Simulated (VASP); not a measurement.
## Tl3Cu: equation of state with PBE

Tl3Cu:

```xyz
4
Lattice="4.7170 0.0000 0.0000 0.0000 4.7170 0.0000 0.0000 0.0000 4.7170" Properties=species:S:1:pos:R:3 pbc="T T T"
Tl    2.3585    2.3585    0.0000
Tl    2.3585    0.0000    2.3585
Tl    0.0000    2.3585    2.3585
Cu    0.0000    0.0000    0.0000
```

The cell comes from a database or a generator and needn't be the stable form of this composition.

```yaml
Program: VASP 6.6.1
Task: equation of state
Functional: PBE
Potentials_or_basis: VASP PAW PBE potentials, release 64 (Tl_d, Cu)
Cutoff: 520 eV
k_mesh: 6 × 6 × 6
Occupations: fermi-dirac, width 0.05 eV
Spin: no spin polarisation
```

- Equilibrium volume: 26.31 Å³/atom
- Bulk modulus: 32 GPa
- Pressure derivative of the bulk modulus: 5.0

Energy against volume, from the lowest point:
```csv
volume (Å³/atom),energy (meV/atom)
24.664,11.79
25.189,5.23
25.714,1.39
26.238,0.00
26.763,0.77
27.288,3.44
27.813,7.81
```

All runs of the series together: 11 min on 1 thread of AMD EPYC 7R43 64-Core Processor (Zen 3) (shared host).

Spin-orbit coupling is left out, which matters for the levels of Tl.
